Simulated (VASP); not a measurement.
Level of theory: LDA (Ceperley-Alder, Perdew-Zunger), VASP's LDA PAW potentials (set 64) (plane waves; VASP).

VASP input:

KPOINTS:
```
Automatic mesh
0
Gamma
5 5 3
0 0 0
```

### INCAR
```
SYSTEM = SiSnPt5
PREC = Accurate; ENCUT = 300; LREAL = .False.
LASPH = .True.
EDIFF = 1E-6; NELM = 100; ALGO = Normal
LMAXMIX = 6
ISMEAR = -1; SIGMA = 0.05
ISIF = 2
LWAVE = .False.; LCHARG = .False.
```

**POSCAR**
```
SiSnPt5
1
    3.9657840000     0.0000000000     0.0000000000
    0.0000000000     3.9657840000     0.0000000000
    0.0000000000     0.0000000000     7.0127130000
Si Sn Pt
1 1 5
Direct
  0.0000000000   0.0000000000   0.5000000000
  0.5000000000   0.5000000000   0.0000000000
  0.0000000000   0.5000000000   0.2955500000
  0.0000000000   0.5000000000   0.7044500000
  0.5000000000   0.0000000000   0.2955500000
  0.5000000000   0.0000000000   0.7044500000
  0.0000000000   0.0000000000   0.0000000000
```

POTCAR, in this order: Si Sn_d Pt (LDA.64 set). Program: vasp_std.

Output

### OSZICAR
```
       N       E                     dE             d eps       ncg     rms          rms(c)
DAV:   1     0.475208030661E+03    0.47521E+03   -0.22744E+04  1008   0.142E+03
DAV:   2     0.190692942807E+01   -0.47330E+03   -0.45600E+03  1040   0.395E+02
DAV:   3    -0.521206236549E+02   -0.54028E+02   -0.51048E+02  1104   0.117E+02
DAV:   4    -0.542671416145E+02   -0.21465E+01   -0.21187E+01  1136   0.247E+01
DAV:   5    -0.543411753779E+02   -0.74034E-01   -0.73983E-01  1288   0.461E+00    0.256E+01
DAV:   6    -0.521500521807E+02    0.21911E+01   -0.89070E+00  1112   0.151E+01    0.117E+01
DAV:   7    -0.519780549248E+02    0.17200E+00   -0.37569E-01  1264   0.371E+00    0.521E+00
DAV:   8    -0.519413268807E+02    0.36728E-01   -0.56754E-02  1296   0.125E+00    0.364E-01
DAV:   9    -0.519398035906E+02    0.15233E-02   -0.65468E-03  1320   0.705E-01    0.238E-01
DAV:  10    -0.519396277517E+02    0.17584E-03   -0.16884E-03  1248   0.344E-01    0.129E-01
DAV:  11    -0.519395696301E+02    0.58122E-04   -0.37661E-04  1176   0.161E-01    0.421E-02
DAV:  12    -0.519395663132E+02    0.33169E-05   -0.37091E-05  1296   0.491E-02    0.159E-02
DAV:  13    -0.519395654322E+02    0.88097E-06   -0.22609E-06   880   0.129E-02
   1 F= -.51939565E+02 E0= -.51934801E+02  d E =-.952866E-02
```

### OUTCAR
```
------------------------ aborting loop because EDIFF is reached ----------------------------------------
  FORCE on cell =-STRESS in cart. coord.  units (eV):
  Direction    XX          YY          ZZ          XY          YZ          ZX
  --------------------------------------------------------------------------------------
  Total       -3.4928365     -3.4928365     -2.9149242      0.0000000      0.0000000      0.0000000
  in kB      -50.7393216    -50.7393216    -42.3441748      0.0000000      0.0000000      0.0000000
  external PRESSURE =     -47.9409394 kB  Pullay stress =       0.0000000 kB
  volume of cell :      110.29
      direct lattice vectors                 reciprocal lattice vectors
     3.965784000  0.000000000  0.000000000     0.252156951  0.000000000  0.000000000
     0.000000000  3.965784000  0.000000000     0.000000000  0.252156951  0.000000000
     0.000000000  0.000000000  7.012713000     0.000000000  0.000000000  0.142598164
 POSITION                                       TOTAL-FORCE (eV/Angst)
 -----------------------------------------------------------------------------------
      0.00000      0.00000      3.50636         0.000000     -0.000000     -0.000000
      1.98289      1.98289      0.00000         0.000000     -0.000000     -0.000000
      0.00000      1.98289      2.07261        -0.000000     -0.000000     -0.064739
      0.00000      1.98289      4.94011        -0.000000     -0.000000      0.064739
      1.98289      0.00000      2.07261         0.000000      0.000000     -0.064739
      1.98289      0.00000      4.94011         0.000000      0.000000      0.064739
      0.00000      0.00000      0.00000         0.000000     -0.000000     -0.000000
 -----------------------------------------------------------------------------------
    total drift:                                0.000000     -0.000000     -0.000000
  FREE ENERGIE OF THE ION-ELECTRON SYSTEM (eV)
  ---------------------------------------------------
  free  energy   TOTEN  =       -51.9395654322 eV

  energy  without entropy=      -51.9300367703  energy(sigma->0) =      -51.93480110
```
(Selected blocks of OUTCAR.)

File OUTCAR:
```
 val. band max:       10.7313817419   @ k =   0.2000   0.2000   0.3333

 cond. band min:      11.1698343248   @ k =   0.0000   0.0000   0.0000


 Fermi energy:        11.1586639264

 k-point     1 :       0.0000    0.0000    0.0000
  band No.  band energies     occupation
      1     -10.6677      2.00000
      2     -10.6665      2.00000
      3     -10.6462      2.00000
      4     -10.6406      2.00000
      5     -10.6406      2.00000
      6      -0.9795      2.00000
      7       1.1394      2.00000
      8       2.5989      2.00000
      9       4.8482      2.00000
     10       4.9544      2.00000
     11       4.9544      2.00000
     12       5.2062      2.00000
     13       5.3520      2.00000
     14       5.3957      2.00000
     15       5.5683      2.00000
     16       5.6158      2.00000
     17       6.0328      2.00000
     18       6.0328      2.00000
     19       7.9137      2.00000
     20       7.9137      2.00000
     21       8.0967      2.00000
     22       8.1447      2.00000
     23       8.5057      2.00000
     24       8.5152      2.00000
     25       8.9640      2.00000
     26       8.9640      2.00000
     27       9.6832      2.00000
     28       9.7465      2.00000
     29       9.7465      2.00000
     30       9.7749      2.00000
     31       9.9187      2.00000
     32      10.2974      2.00000
     33      10.2974      2.00000
     34      11.1698      0.88876
     35      11.2172      0.47365
     36      13.1477      0.00000
     37      14.1167      0.00000
     38      15.3651      0.00000
     39      15.3651      0.00000
     40      15.6546      0.00000

 k-point     2 :       0.2000    0.0000    0.0000
  band No.  band energies     occupation
      1     -10.6623      2.00000
      2     -10.6562      2.00000
      3     -10.6435      2.00000
      4     -10.6400      2.00000
      5     -10.6371      2.00000
      6      -0.5628      2.00000
      7       1.3364      2.00000
      8       3.0591      2.00000
...
```

At this cut-off the stress carries a Pulay error, which pulls relaxed volumes low. Unless said otherwise, spin-orbit coupling is left out, though it shifts the bands of the heavy elements here.

The structure comes from a computed database's SiSnPt5 entry (P4/mmm); how it stands against other phases isn't given here. The cell was not relaxed at this level, and its volume differs by -5.9 % from the start's. The k-mesh is coarse (spacing up to 0.32 per Å, 2π included), so the numbers may not be converged in it.
